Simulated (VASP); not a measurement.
Runs of VASP 6.6.1 on Ag3F. Symmetry: Fm-3m, No. 225, cubic system. Conventional cell: a = 6.432 Å, b = 6.432 Å, c = 6.432 Å, α = 90.00°, β = 90.00°, γ = 90.00°. Ag (site symmetry -43m) has 4 Ag at 2.79 Å and 4 F at 2.79 Å as nearest neighbours. Around Ag (site symmetry m-3m) lie 8 Ag at 2.79 Å. Around F (site symmetry m-3m) lie 8 Ag at 2.79 Å. The cell was built by a generator and needn't be a form met in nature.

```csv
task,level,cell,k mesh,cutoff (eV),smearing,gap on the mesh (eV),pressure (GPa),relaxed volume (Å³/atom)
relaxation of cell and atoms,BLYP+D4,relaxed,5 × 5 × 5,600,fermi-dirac 0.05 eV,none,0.0,16.23
relaxation of cell and atoms,BLYP+D3,relaxed,5 × 5 × 5,600,fermi-dirac 0.05 eV,none,-0.1,16.47
relaxation of cell and atoms,PBEsol,relaxed,7 × 7 × 7,600,gaussian 0.05 eV,none,0.0,(b)
relaxation of cell and atoms,PBE,relaxed,7 × 7 × 7,600,gaussian 0.05 eV,none,0.0,16.57
relaxation of cell and atoms,BLYP+D3(BJ),relaxed,5 × 5 × 5,600,fermi-dirac 0.05 eV,none,0.0,(a)
relaxation of cell and atoms,BLYP,relaxed,5 × 5 × 5,600,fermi-dirac 0.05 eV,none,0.0,17.79
single point,PBE,as given,7 × 7 × 7,520,fermi-dirac 0.05 eV,none,-0.2,-
```

Alike in all rows: potentials or basis VASP PAW PBE potentials, release 64 (Ag, F); no spin polarisation.

Problem. Fill in the values left out.

Solution. (a) 15.90; (b) 15.40.

Caveats: the PAW data sets were made with another functional, which shifts forces and pressure a little (some runs); pairwise dispersion overbinds metals, which lowers pressure and volume (some runs).

A k mesh can miss the band edges, and the runs leave out spin-orbit coupling on Ag.

A gap of «none» marks a metal or a gap under the smearing width.

Not every run made on this cell is shown here.
